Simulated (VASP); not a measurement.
```yaml
crystal:
  lattice:
    - [-1.57789, 1.57789, 1.57789]
    - [1.57789, -1.57789, 1.57789]
    - [1.57789, 1.57789, -1.57789]
  atoms:
    - { symbol: Mo, position: [0.00000, 0.00000, 0.00000] }
```

The numbers are results of r2SCAN meta-GGA, VASP's PBE PAW potentials (set 64) (plane waves; VASP), not measurements. Run with 520 eV cut-off, 18×18×18 Γ-centred mesh, tetrahedra with Blöchl corrections, potentials Mo_sv.

Q: Give the energies of bands 5 to 10 at the high-symmetry points, in eV from the Fermi level.

A: 
| band | Γ | H | N | P |
|---|---|---|---|---|
| 5 | -7.67 | -5.63 | -5.59 | -2.82 |
| 6 | -1.44 | -5.63 | -3.59 | -2.82 |
| 7 | -1.44 | 4.08 | 1.53 | -2.82 |
| 8 | -1.44 | 4.08 | 1.85 | 2.67 |
| 9 | 1.87 | 4.08 | 2.54 | 2.67 |
| 10 | 1.87 | 9.41 | 4.86 | 10.19 |

It has no gap at this level: it comes out as a metal or semimetal.

The compound is Mo in the bcc structure. It was relaxed first.
